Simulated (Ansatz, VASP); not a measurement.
# Cross-check of MoS2 between VASP and Ansatz

One calculation is typed for both programs; each brings its own data sets. How far apart do they land? The structure shown is the end of the Ansatz relaxation below.

Main program and level: Ansatz 0.2.0; plane waves, with VASP 6.6.1 beside it; PBE with D3(BJ).

**1. Starting point**

The structure is trigonal, space group R3m (No. 160). Conventional cell: a = 3.157 Å, b = 3.157 Å, c = 17.631 Å, α = 90.00°, β = 90.00°, γ = 120.00°. Nearest to Mo lie 6 S at 2.40 Å. Nearest to S lie 3 Mo at 2.40 Å. Nearest to S lie 3 Mo at 2.40 Å. Farther neighbours and most contacts between anions are not listed.

**2. Ansatz: relaxation, PBE with D3(BJ)**

Ansatz runs on its PAW soft_1 files.

This run makes the geometry at which the two programs are then compared.

input.yaml

```yaml
crystal:
  lattice:
    - [3.168890625, 0.0, 0.0]
    - [-1.5844453125, 2.7443397831, 0.0]
    - [0.0, 0.0, 17.63111434]
  atoms:
    - { symbol: Mo, position: [0.0, 0.0, 0.9999832] }
    - { symbol: Mo, position: [0.6666667, 0.3333333, 0.3333165] }
    - { symbol: Mo, position: [0.3333333, 0.6666667, 0.6666499] }
    - { symbol: S, position: [0.0, 0.0, 0.2464551] }
    - { symbol: S, position: [0.0, 0.0, 0.4202617] }
    - { symbol: S, position: [0.6666667, 0.3333333, 0.5797885] }
    - { symbol: S, position: [0.6666667, 0.3333333, 0.753595] }
    - { symbol: S, position: [0.3333333, 0.6666667, 0.9131218] }
    - { symbol: S, position: [0.3333333, 0.6666667, 0.0869283] }
kpoints:
  mp_grid: { grid: [10, 10, 2] }
scf:
  occupations: { method: fermi_dirac, width: 0.02 }
hamiltonian:
  xc: pbe
  pseudopotentials: { kind: paw, azcp: { folder: soft_1 } }
  dispersion: d3bj
basis:
  ecutwfc: 600
output:
  forces: true
  stress: true
relax:
  f_tol: 0.005
  max_steps: 70
  cell: { stress_tol: 0.02, p_target: 0, fix: [c, alpha, beta, gamma] }
```

Launch:

```sh
$ ansatz run input.yaml --threads 4 --pin off --max-ram 10240MiB --backend cpu --events-out ev --progress --plain --runs-dir out
```

Numbers of over 12 decimals in the logs are rounded to 6 here.

What it wrote:

```text
Warning: the atoms were moved onto the symmetric positions of the space group found under crystal.symmetry.tolerance 1.0e-5 (fractional; no operation is sought that the atoms, as they stand in a round, miss by more than twice it, and no atom is moved by as much as it), and the run uses the moved positions. Before a round's move an operation carried an atom to 1.23e-6 Å from where it should land, the largest such dist [...]
Warning: crystal.symmetry: narrowed to the stabiliser of the fixed cell quantities (relax.cell.fix) — unitary ops 18 → 6. The narrowing is safe, since a smaller group never makes results wrong: the run goes on under it, on as many k-points as the starting group would need, or more. Excluded: 12 operations that would move a fixed cell quantity at a test strain (relax.cell.fix fixes c, alpha, beta, gamma). The cell can leave their symmetry as it relaxes.
Engine: ansatz 0.2.0, aarch64-unknown-linux-gnu
Pseudopotentials: kind: paw
Pseudopotential: Mo, paw, valence charge 14, recommended cutoff 420 eV (normal), soft_1/Mo.paw.azcp
Pseudopotential: S, paw, valence charge 6, recommended cutoff 420 eV (normal), soft_1/S.paw.azcp
Functional definition: PBE
  parameter kappa = 0.804
  parameter beta = 0.066725
  exchange = pbe_x(kappa = kappa, mu = beta*pi^2/3)
  correlation = pbe_c(beta = beta)
Crystal: 9 atoms, lattice volume = 153.329 Å³
Basis set: ecut = 600 eV, 5147 PW (Γ), exchange–correlation on 54×54×288 points (8 copies of the dense FFT grid, shifted against one another)
Bands: 48, of which v1, the nominal top of the filled ones, is band 39 counted from 1 (38 counted from 0)
Symmetry: 6 space group operations
k-points: 62 of 200 (time reversal used)
Non-local potential: Mo, projectors of the file, l = 0: 3, l = 1: 2, l = 2: 2, l = 3: 1
Non-local potential: S, projectors of the file, l = 0: 2, l = 1: 2, l = 2: 1
PAW form: soft (Blöchl's): semilocal exchange-correlation on the pseudo side does not see the compensation charge
PAW one-centre angular grid: Mo, 590 points (default); XC on 64 Gauss nodes
PAW one-centre angular grid: S, 110 points (default); XC on 64 Gauss nodes
[...]
SCF iter   2: F=—  HF=-20292.250386 eV  |F-HF|=—  |Δ(HF+E_count)|=   4.64e-5  Δρ=1.20e-4  dr2=8.95e-5  ethr=3.96e-7  ⟨swp⟩=1.1  Hψ=3024  notcnv=0
SCF iter   3: F=—  HF=-20292.250372 eV  |F-HF|=—  |Δ(HF+E_count)|=   1.43e-5  Δρ=3.18e-5  dr2=1.54e-6  ethr=1.15e-7  ⟨swp⟩=2.0  Hψ=4266  notcnv=0
SCF iter   4: F=—  HF=-20292.250372 eV  |F-HF|=—  |Δ(HF+E_count)|=   1.49e-7  Δρ=8.44e-6  dr2=5.27e-7  ethr=1.97e-9  ⟨swp⟩=2.4  Hψ=4805  notcnv=0
iter 5 did not close the SCF: its close was put off for the readings that it lacked (scf_convergence_deferred on its scf_iter line)
SCF iter   5: F=-20292.250372 eV  HF=-20292.250372 eV  |F-HF|=1.44e-8  |Δ(HF+E_count)|=   1.37e-8  Δρ=3.09e-6  dr2=3.59e-8  ethr=6.76e-10  ⟨swp⟩=2.1  Hψ=4161  notcnv=0
SCF iter   6: F=-20292.250372 eV  HF=-20292.250372 eV  |F-HF|=6.48e-10  |Δ(HF+E_count)|=   7.12e-9  Δρ=7.41e-7  dr2=9.27e-10  ethr=4.60e-11  ⟨swp⟩=2.6  Hψ=9773  notcnv=0
SCF 4 converged in 6 iterations: F = -20292.250372 eV  dr2 = 9.27e-10
relax step   4: F+E_penalty+E_count = -20292.25037210 eV  Δ(F+E_penalty+E_count) = -6.134e-4 eV  max|allowed force component| = 4.652e-4 eV/Å  Δτ_max = 0.0010 Å  P = +0.440 GPa  Ω = 152.143 Å³  energy of the carried Pulay correction = +1.993e-5 eV  fix = [c, alpha, beta, gamma]  reactions: c +1.264 GPa; alpha +0.000, beta -0.000, gamma +0.000 GPa/rad  (6 SCF iters, dr2 threshold 5.07e-7 eV, accepted)
[...]
relax step   5: F+E_penalty+E_count = -20292.25037428 eV  Δ(F+E_penalty+E_count) = -2.180e-6 eV  max|allowed force component| = 5.883e-5 eV/Å  Δτ_max = 0.0001 Å  P = +0.421 GPa  Ω = 152.173 Å³  energy of the carried Pulay correction = +1.943e-5 eV  fix = [c, alpha, beta, gamma]  reactions: c +1.263 GPa; alpha -0.000, beta +0.000, gamma +0.000 GPa/rad  (6 SCF iters, dr2 threshold 1.92e-9 eV, accepted)
[...]
relax step   6: F+E_penalty+E_count = -20292.25035424 eV  Δ(F+E_penalty+E_count) = +2.004e-5 eV  max|allowed force component| = 5.830e-5 eV/Å  Δτ_max = 0.0000 Å  P = +0.421 GPa  Ω = 152.173 Å³  fix = [c, alpha, beta, gamma]  reactions: c +1.263 GPa; alpha -0.000, beta +0.000, gamma +0.000 GPa/rad  stress off target by 1.95e-4 GPa on what of the cell is left free  SCF on the basis re-selected at this cell (its energy is not comparable with the rows above)  (8 SCF iters)
basis re-selected at this cell: Δ(F+E_penalty+E_count) = +2.004e-5 eV, ΔP = +0.000 GPa vs the last step (what re-selecting the basis moved, of the pressure what is left beyond the Pulay correction that the steps carried, after the strain that the cell walked since its last selection, with what the two solves' SCF thresholds leave and, on support functions, any second-order correction that the steps lacked; it is no m [...]
SCF converged after 8 iterations
Free energy (F): -20292.250354 eV
Harris-Foulkes:  -20292.250354 eV  (|F-HF|=3.64e-12)
Internal energy: -20292.250354 eV  (E = F + TS)
E sigma→0 (E₀):  -20292.250354 eV
Fermi energy:    12.368016 eV
--- Per-component energies (eV) ---
  E_band       = -400.128272
  E_kinetic    = 1907.148036
  E_local      = -5324.606496  (includes V_loc(G=0)·N_el)
  E_nonlocal   = 651.130008
  E_hartree    = 2030.946523
  E_xc         = -1065.207523
  E_vxc        = -1159.828040  (∫ρ·V_xc dr)
  E_paw        = -13286.072826  (= ΣΔE_a)
  E_vpaw       = -535.864856  (= ΣTr[D̂ρ^β])
  E_aug_tail   = 0.000034  (compensation charges beyond the density's cutoff)
  E_ewald      = -5201.549753
  E_disp       = -4.038355  (pairwise vdW)
  E_smearing   = -0.000000  (= −TS)
  E_closure    = 0.000000  (closes the sum)
  Σ components = -20292.250354   (vs F -20292.250354, Δ=0.00e0)
--- Forces (eV/Å), atoms counted from 1 ---
  atom   1  Mo    -0.00000001     0.00000001    -0.00005830
  atom   2  Mo    -0.00000001     0.00000001    -0.00005830
  atom   3  Mo    -0.00000001     0.00000001    -0.00005830
  atom   4  S      0.00000001    -0.00000001     0.00002825
  atom   5  S     -0.00000000     0.00000000     0.00003004
  atom   6  S      0.00000001    -0.00000001     0.00002825
  atom   7  S     -0.00000000     0.00000000     0.00003004
  atom   8  S      0.00000001    -0.00000001     0.00002825
  atom   9  S     -0.00000000     0.00000000     0.00003004
  max |Σ_I F_I| component: 2.90e-9 eV/Å
--- Stress (GPa, compression-positive) ---
       -0.000195      -0.000000      -0.000000
       -0.000000      -0.000195       0.000000
       -0.000000       0.000000       1.262869
  P = ⅓ Tr σ = 0.4208 GPa (4.208 kbar)
--- Relaxed structure (5 steps of the walk, 4 accepted, 1 SCFs on fresh bases) ---
  F+E_penalty+E_count = -20292.25035424 eV   max|allowed force component| = 5.830e-5 eV/Å   (the final SCF, on the basis selected at the relaxed cell)
  cell:  # Å, volume = 152.1726 Å³
    - [3.156916, -1.0437440682615483e-19, 0]
    - [-1.578458, 2.733970, 0]
    - [0, 0, 17.63111434]
  atoms:
    - { symbol: Mo, position: [5.752797249804229e-11, -5.752797249804225e-11, 0.999972] }
    - { symbol: Mo, position: [0.666667, 0.333333, 0.333305] }
    - { symbol: Mo, position: [0.333333, 0.666667, 0.666639] }
    - { symbol: S, position: [-1.6107708595465873e-10, 1.6107708595465883e-10, 0.244951] }
    - { symbol: S, position: [1.0354911345661654e-10, -1.0354911345661659e-10, 0.421777] }
    - { symbol: S, position: [0.666667, 0.333333, 0.578284] }
    - { symbol: S, position: [0.666667, 0.333333, 0.755111] }
    - { symbol: S, position: [0.333333, 0.666667, 0.911617] }
    - { symbol: S, position: [0.333333, 0.666667, 0.088444] }
```

The column dr2 measures how far the density is from self-consistency, as an energy; F and HF (Harris–Foulkes) agree once it is small.

**3. VASP: single point, PBE with D3(BJ), pair 1**

The same cell, functional, mesh and smearing now go to VASP, with its own data sets.

Lines of VASP's logs that name or quote its potential files are left out, and so is its time.

INCAR

```
SYSTEM = MoS2
PREC = Accurate
ENCUT = 500
EDIFF = 1E-06
NELM = 120
ISMEAR = -1
SIGMA = 0.02
LREAL = .FALSE.
ALGO = Normal
GGA = PE
IVDW = 12
NBANDS = 48
LASPH = .TRUE.
LORBIT = 11
LWAVE = .FALSE.
LCHARG = .FALSE.
ISIF = 2
GGA_COMPAT = .FALSE.
EFERMI = MIDGAP
KPAR = 2
```

POSCAR

```
MoS2
1.0
    3.1569162096      0.0000000000      0.0000000000
   -1.5784581048      2.7339696351      0.0000000000
    0.0000000000      0.0000000000     17.6311143400
Mo S
3 6
Direct
    0.0000000001      0.9999999999      0.9999718890
    0.6666666667      0.3333333333      0.3333052223
    0.3333333334      0.6666666666      0.6666385557
    0.0000000001      0.9999999999      0.2449507550
    0.0000000001      0.9999999999      0.4217773560
    0.6666666667      0.3333333333      0.5782840883
    0.6666666667      0.3333333333      0.7551106893
    0.3333333334      0.6666666666      0.9116174217
    0.3333333334      0.6666666666      0.0884440227
```

KPOINTS

```
Automatic mesh
0
Gamma
10 10 2
0 0 0
```

Potentials, in the order of the species: Mo_sv and S (PBE family, release 64).

Launch:

```sh
$ mpirun -np 2 vasp_std
```

What it wrote:

```text
[banner, memory and clock lines left out]
running    2 mpi-ranks, on    1 nodes
 distrk:  each k-point on    1 cores,    2 groups
 distr:  one band on    1 cores,    1 groups

 POSCAR found type information on POSCAR MoS
 POSCAR found :  2 types and       9 ions
 LDA part: xc-table for (Slater+PW92), standard interpolation
 POSCAR, INCAR and KPOINTS ok, starting setup
 FFT: planning ... GRIDC
 FFT: planning ... GRID_SOFT
 FFT: planning ... GRID
 WAVECAR not read
 entering main loop
       N       E                     dE             d eps       ncg     rms          rms(c)
DAV:   1     0.682726580854E+03    0.68273E+03   -0.41597E+04  2872   0.151E+03
DAV:   2    -0.278526883127E+02   -0.71058E+03   -0.68602E+03  3224   0.398E+02
DAV:   3    -0.684910391485E+02   -0.40638E+02   -0.40026E+02  3360   0.840E+01
DAV:   4    -0.694830682048E+02   -0.99203E+00   -0.98573E+00  3360   0.129E+01
DAV:   5    -0.695075716967E+02   -0.24503E-01   -0.24482E-01  3368   0.197E+00    0.428E+01
DAV:   6    -0.663077909214E+02    0.31998E+01   -0.28207E+01  2944   0.244E+01    0.167E+01
DAV:   7    -0.658084064040E+02    0.49938E+00   -0.12792E+01  2952   0.162E+01    0.103E+01
DAV:   8    -0.652008295423E+02    0.60758E+00   -0.24237E+00  3168   0.746E+00    0.368E+00
DAV:   9    -0.652298242662E+02   -0.28995E-01   -0.25944E-01  3456   0.199E+00    0.181E+00
DAV:  10    -0.652093714062E+02    0.20453E-01   -0.10216E-01  3128   0.156E+00    0.445E-01
DAV:  11    -0.652099621755E+02   -0.59077E-03   -0.56709E-03  3280   0.348E-01    0.222E-01
DAV:  12    -0.652098493862E+02    0.11279E-03   -0.42529E-04  3168   0.872E-02    0.126E-01
DAV:  13    -0.652098178596E+02    0.31527E-04   -0.33691E-04  3448   0.803E-02    0.491E-02
DAV:  14    -0.652098218573E+02   -0.39977E-05   -0.17275E-05  3008   0.203E-02    0.365E-02
DAV:  15    -0.652098224468E+02   -0.58950E-06   -0.26545E-06  2752   0.778E-03
   1 F= -.69247244E+02 E0= -.69247244E+02  d E =-.548423E-09
```

Parts of OUTCAR (step 3):

```text
ion  position               nearest neighbor table
   1  0.000  1.000  1.000-   8 2.40   8 2.40   8 2.40   9 2.40   9 2.40   9 2.40
   2  0.667  0.333  0.333-   4 2.40   4 2.40   4 2.40   5 2.40   5 2.40   5 2.40
   3  0.333  0.667  0.667-   6 2.40   6 2.40   6 2.40   7 2.40   7 2.40   7 2.40
   4  0.000  1.000  0.245-   2 2.40   2 2.40   2 2.40
   5  0.000  1.000  0.422-   2 2.40   2 2.40   2 2.40
   6  0.667  0.333  0.578-   3 2.40   3 2.40   3 2.40
   7  0.667  0.333  0.755-   3 2.40   3 2.40   3 2.40
   8  0.333  0.667  0.912-   1 2.40   1 2.40   1 2.40
   9  0.333  0.667  0.088-   1 2.40   1 2.40   1 2.40

  LATTYP: Found a hexagonal cell.
 ALAT       =     3.1569162096
 C/A-ratio  =     5.5849167889

 Subroutine GETGRP returns: Found  6 space group operations
 (whereof  6 operations were pure point group operations)

The static configuration has the point symmetry C_3v.

 Found     28 irreducible k-points:

   k-points           NKPTS =     28   k-points in BZ     NKDIM =     28   number of bands    NBANDS=     48

   dimension x,y,z NGX =    24 NGY =   24 NGZ =  140
   dimension x,y,z NGXF=    48 NGYF=   48 NGZF=  280

   ENCUT  =  500.0 eV  36.75 Ry    6.06 a.u.   5.76  5.76 32.15*2*pi/ulx,y,z

   NELECT =      78.0000    total number of electrons

 k-points in reciprocal lattice and weights: Automatic mesh
   0.00000000  0.00000000  0.00000000       0.005
   0.10000000  0.00000000  0.00000000       0.030
   0.20000000  0.00000000  0.00000000       0.030
   0.30000000  0.00000000  0.00000000       0.030
   0.40000000 -0.00000000  0.00000000       0.030
   0.50000000  0.00000000  0.00000000       0.015
   0.10000000  0.10000000  0.00000000       0.030
   0.20000000  0.10000000  0.00000000       0.060
   0.30000000  0.10000000  0.00000000       0.060
[...]
0.40000000  0.20000000  0.50000000       0.030
   0.30000000  0.30000000  0.50000000       0.030

 average (electrostatic) potential at core
       1 -74.0010       2 -74.0010       3 -74.0010       4 -83.7701       5 -83.7786
       6 -83.7701       7 -83.7786       8 -83.7701       9 -83.7786

 E-fermi :   8.7745

 k-point     1 :       0.0000    0.0000    0.0000
  band No.  band energies     occupation
    ...
     35       6.0561      2.00000
     36       7.0080      2.00000
     37       7.4616      2.00000
     38       8.3369      2.00000
     39       8.3369      2.00000
     40      10.2483      0.00000
     41      10.2483      0.00000
     42      10.3457      0.00000
     43      10.3457      0.00000
     44      10.3458      0.00000
    ...

 k-point     2 :       0.1000    0.0000    0.0000
  band No.  band energies     occupation
    ...
     35       6.2334      2.00000
     36       7.0179      2.00000
     37       7.4815      2.00000
     38       7.9996      2.00000
     39       8.0155      2.00000
     40      10.1792      0.00000
     41      10.2159      0.00000
     42      10.2250      0.00000
     43      10.2684      0.00000
     44      10.3147      0.00000
    ...

 k-point     3 :       0.2000    0.0000    0.0000
  band No.  band energies     occupation
    ...
     35       6.2254      2.00000
     36       6.8592      2.00000
     37       7.0880      2.00000
     38       7.1736      2.00000
     39       7.2574      2.00000
     40       9.5509      0.00000
     41       9.9001      0.00000
     42       9.9829      0.00000
     43      10.0745      0.00000
     44      10.1281      0.00000
    ...

 Edisp (eV)   -4.03742

  Total      -0.12469    -0.12469     1.01571     0.00000     0.00000    -0.00000
  in kB      -1.31283    -1.31283    10.69413     0.00000     0.00000    -0.00000
  external pressure =        2.69 kB  Pullay stress =        0.00 kB

  energy-cutoff  :      500.00
  volume of cell :      152.17
      direct lattice vectors                 reciprocal lattice vectors
     3.156916210  0.000000000  0.000000000     0.316764822  0.182884255  0.000000000
    -1.578458105  2.733969635  0.000000000     0.000000000  0.365768510  0.000000000
     0.000000000  0.000000000 17.631114340     0.000000000  0.000000000  0.056717912

 POSITION                                       TOTAL-FORCE (eV/Angst)
 -----------------------------------------------------------------------------------
     -1.57846      2.73397     17.63062         0.000000     -0.000000      0.000347
      1.57846      0.91132      5.87654         0.000000     -0.000000      0.000347
      0.00000      1.82265     11.75358        -0.000000     -0.000000      0.000347
     -1.57846      2.73397      4.31875        -0.000000      0.000000      0.013920
     -1.57846      2.73397      7.43640         0.000000     -0.000000     -0.014267
      1.57846      0.91132     10.19579        -0.000000      0.000000      0.013920
      1.57846      0.91132     13.31344         0.000000     -0.000000     -0.014267
      0.00000      1.82265     16.07283        -0.000000      0.000000      0.013920
      0.00000      1.82265      1.55937         0.000000     -0.000000     -0.014267
 -----------------------------------------------------------------------------------
    total drift:                               -0.000003      0.000001     -0.000002

  FREE ENERGIE OF THE ION-ELECTRON SYSTEM (eV)
  ---------------------------------------------------
  free  energy   TOTEN  =       -69.2472436353 eV

  energy  without entropy=      -69.2472436348  energy(sigma->0) =      -69.24724364

 total charge
# of ion       s       p       d       tot
------------------------------------------
    1        2.293   6.224   3.968  12.486
    2        2.293   6.224   3.968  12.486
    3        2.293   6.224   3.968  12.486
    4        1.367   2.344   0.000   3.710
    5        1.367   2.343   0.000   3.710
    6        1.367   2.344   0.000   3.710
    7        1.367   2.343   0.000   3.710
    8        1.367   2.344   0.000   3.710
    9        1.367   2.343   0.000   3.710
--------------------------------------------------
tot         15.081  32.733  11.905  59.718

[... 3 further parts left out ...]
```

This run has no spin polarisation, so a moment on Mo, if there is one, isn't seen.

**4. Differences**

Known differences besides the potentials themselves: the cutoff is 600 eV in Ansatz and 500 eV in VASP; Ansatz's pressure holds a Pulay correction, VASP's none. Total energies have different zeros and are not compared.

The two programs side by side:

| quantity | Ansatz | VASP | difference |
| --- | --- | --- | --- |
| pressure (GPa) | 0.42 | 0.27 | +0.15 |
| gap on the k mesh (eV) | 0.674 | 0.693 | -0.019 |

The largest component of a force difference here is 14 meV/Å. A gap on the mesh is an upper bound, since the band edges may lie between its points.

(Continued in part 2 of 2.)

[Lines on the potential files, build, host, timing and source positions are cut from VASP's logs without a mark.]

[Logs are printed without paths, hosts, clocks, repeated set-up lines and the standing remarks that a program may print on its own settings, such as how far it seeks lower states.]

[Hosts, paths, dates, database ids (printed as entryN), source tags and the programs' standing remarks are cut or masked in the printed files.]
